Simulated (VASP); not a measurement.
Calculation: optB86b-vdW, VASP's PBE PAW potentials (set 64) (plane waves; VASP).

VASP input:

### INCAR
```
SYSTEM = NaF
PREC = Accurate
ENCUT = 520
EDIFF = 1E-7
NELM = 100
ALGO = Normal
LREAL = .FALSE.
LASPH = .TRUE.
ISMEAR = 0
SIGMA = 0.05
GGA = MK
PARAM1 = 0.1234
PARAM2 = 1.0
LUSE_VDW = .TRUE.
AGGAC = 0.0
LWAVE = .FALSE.
LCHARG = .FALSE.
LORBIT = 11
ICHARG = 11
```

**POSCAR**
```
NaF
1
   -0.0000000000     2.3170534975     2.3170534975
    2.3170534975     0.0000000000     2.3170534975
    2.3170534975     2.3170534975    -0.0000000000
Na F
1 1
Direct
  1.0000000000   1.0000000000   1.0000000000
  0.5000000000   0.5000000000   0.5000000000
```

**KPOINTS**
```
k-points along high-symmetry lines
15
Line-mode
Reciprocal
  0.000000   0.000000   0.000000 ! GAMMA
  0.500000   0.000000   0.500000 ! X

  0.500000   0.000000   0.500000 ! X
  0.625000   0.250000   0.625000 ! U

  0.375000   0.375000   0.750000 ! K
  0.000000   0.000000   0.000000 ! GAMMA

  0.000000   0.000000   0.000000 ! GAMMA
  0.500000   0.500000   0.500000 ! L

  0.500000   0.500000   0.500000 ! L
  0.500000   0.250000   0.750000 ! W

  0.500000   0.250000   0.750000 ! W
  0.500000   0.000000   0.500000 ! X
```

POTCAR, in this order: Na_pv F (PBE.64 set). Program: vasp_std. Read from the step before: CHGCAR.

Output

OUTCAR:
```
 ion  position               nearest neighbor table
   1  0.000  0.000  0.000-   2 2.32   2 2.32   2 2.32   2 2.32   2 2.32   2 2.32
   2  0.500  0.500  0.500-   1 2.32   1 2.32   1 2.32   1 2.32   1 2.32   1 2.32
  LATTYP: Found a face centered cubic cell.
 ALAT       =     4.6341069950
 Subroutine PRICEL returns:
 Original cell was already a primitive cell.
 Subroutine GETGRP returns: Found 48 space group operations
The static configuration has the point symmetry O_h .
The dynamic configuration has the point symmetry O_h .
 Subroutine INISYM returns: Found 48 space group operations
   k-points           NKPTS =     90   k-points in BZ     NKDIM =     90   number of bands    NBANDS=     11
   number of dos      NEDOS =    301   number of ions     NIONS =      2
   total plane-waves  NPLWV =  13824
   dimension x,y,z NGX =    24 NGY =   24 NGZ =   24
   dimension x,y,z NGXF=    48 NGYF=   48 NGZF=   48
   ions per type =               1   1
   PREC   = accura    normal or accurate (medium, high low for compatibility)
   ISTART =      0    job   : 0-new  1-cont  2-samecut
   ICHARG =     11    charge: 1-file 2-atom 10-const
   ISPIN  =      1    spin polarized calculation?
   LNONCOLLINEAR =      F non collinear calculations
   LSORBIT =      F    spin-orbit coupling
   INIWAV =      1    electr: 0-lowe 1-rand  2-diag
   ENCUT  =  520.0 eV  38.22 Ry    6.18 a.u.   6.09  6.09  6.09*2*pi/ulx,y,z
   NELM   =    100;   NELMIN=  2; NELMDL= -5     # of ELM steps
   EDIFF  = 0.1E-06   stopping-criterion for ELM
   LREAL  =      F    real-space projection
   NLSPLINE    = F    spline interpolate recip. space projectors
   LMAXMIX     =    2 max onsite mixed and CHGCAR
   VOSKOWN=      0    Vosko Wilk Nusair interpolation
   EDIFFG = 0.1E-05   stopping-criterion for IOM
   NSW    =      0    number of steps for IOM
   NBLOCK =      1;   KBLOCK =      1    inner block; outer block
   IBRION =     -1    ionic relax: 0-MD 1-quasi-New 2-CG
   NFREE  =      0    steps in history (QN), initial steepest desc. (CG)
   ISIF   =      2    stress and relaxation
   ISYM   =      2    0-nonsym 1-usesym 2-fastsym
   TEIN   =    0.0    initial temperature
   TEBEG  =    0.0;   TEEND  =   0.0 temperature during run
...
```

### OSZICAR
```
       N       E                     dE             d eps       ncg     rms          rms(c)
DAV:   1     0.113249249655E+03    0.11325E+03   -0.82477E+03  1995   0.157E+03
DAV:   2     0.200499116066E+01   -0.11124E+03   -0.10357E+03  2165   0.365E+02
DAV:   3    -0.419833987050E+01   -0.62033E+01   -0.61793E+01  2300   0.872E+01
DAV:   4    -0.426372145195E+01   -0.65382E-01   -0.65370E-01  2166   0.954E+00
DAV:   5    -0.426439733955E+01   -0.67589E-03   -0.67588E-03  2247   0.991E-01
DAV:   6    -0.426440894471E+01   -0.11605E-04   -0.11605E-04  2189   0.131E-01
DAV:   7    -0.426440919639E+01   -0.25167E-06   -0.25167E-06  2253   0.188E-02
DAV:   8    -0.426440920200E+01   -0.56102E-08   -0.56183E-08  1686   0.287E-03
   1 F= -.42644092E+01 E0= -.42644092E+01  d E =-.361027E-21
```

**OUTCAR**
```
 val. band max:       -2.2287858086   @ k =   0.0000   0.0000   0.0000

 cond. band min:       4.1495760110   @ k =   0.0000   0.0000   0.0000



 k-point     1 :       0.0000    0.0000    0.0000
  band No.  band energies     occupation
      1     -21.2763      2.00000
      2     -21.1555      2.00000
      3     -21.1555      2.00000
      4     -21.1555      2.00000
      5      -2.2288      2.00000
      6      -2.2288      2.00000
      7      -2.2288      2.00000
      8       4.1496      0.00000
      9      16.7775      0.00000
     10      16.7775      0.00000
     11      16.7776      0.00000

 k-point     2 :       0.0357    0.0000    0.0357
  band No.  band energies     occupation
      1     -21.3352      2.00000
      2     -21.1562      2.00000
      3     -21.1562      2.00000
      4     -21.0936      2.00000
      5      -2.2614      2.00000
      6      -2.2344      2.00000
      7      -2.2344      2.00000
      8       4.2122      0.00000
      9      16.5088      0.00000
     10      16.7890      0.00000
     11      16.7891      0.00000

 k-point     3 :       0.0714    0.0000    0.0714
  band No.  band energies     occupation
      1     -21.4228      2.00000
      2     -21.1581      2.00000
      3     -21.1581      2.00000
      4     -20.9970      2.00000
      5      -2.3536      2.00000
      6      -2.2510      2.00000
      7      -2.2510      2.00000
      8       4.3951      0.00000
      9      15.9160      0.00000
     10      16.8226      0.00000
     11      16.8226      0.00000

 k-point     4 :       0.1071    0.0000    0.1071
  band No.  band energies     occupation
      1     -21.5031      2.00000
      2     -21.1612      2.00000
      3     -21.1612      2.00000
      4     -20.9027      2.00000
      5      -2.4903      2.00000
      6      -2.2775      2.00000
      7      -2.2774      2.00000
      8       4.6843      0.00000
      9      15.2382      0.00000
     10      16.8756      0.00000
...
```

The density is held fixed in this step, so its total energy and stress have no physical meaning.

The compound is NaF in the rock salt structure. It was relaxed first.
